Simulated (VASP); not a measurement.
Nb:

```
Nb
1.0
    -1.65882    1.65882    1.65882
     1.65882   -1.65882    1.65882
     1.65882    1.65882   -1.65882
Nb
1
Direct
  0.00000 0.00000 0.00000
```

| Quantity | Value |
| --- | --- |
| Program | VASP 6.6.1 |
| Task | relaxation of cell and atoms |
| Functional | r2SCAN |
| Dispersion | rVV10 |
| Potentials or basis | VASP PAW PBE potentials, release 64 (Nb_sv) |
| Cutoff | 600 eV |
| k mesh | 18 × 18 × 18 |
| Occupations | gaussian, width 0.1 eV |
| Spin | no spin polarisation |

At the start: pressure -3.4 GPa; volume 18.26 Å³/atom.

Question: How do energy, volume and symmetry change on relaxing?

Answer: Over 3 steps the energy falls by 3.8 meV/atom and the volume is 17.91 Å³/atom (-1.9 %); space group Im-3m (No. 229, to 0.05 Å).

The path:
```
step  energy change (eV)  largest force (eV/Å)  pressure (GPa)  volume (Å³)
   1              0.0000                0.0000           -3.37        18.26
   2              0.0096                0.0000            6.87        17.26
   3             -0.0038                0.0000           -0.03        17.91
```

Final structure:
```yaml
crystal:
  lattice:
    - [-1.64814, 1.64814, 1.64814]
    - [1.64814, -1.64814, 1.64814]
    - [1.64814, 1.64814, -1.64814]
  atoms:
    - { symbol: Nb, position: [0.00000, 0.00000, 0.00000] }
```

Caveat: the PAW data sets were made with another functional, which shifts forces and pressure a little.
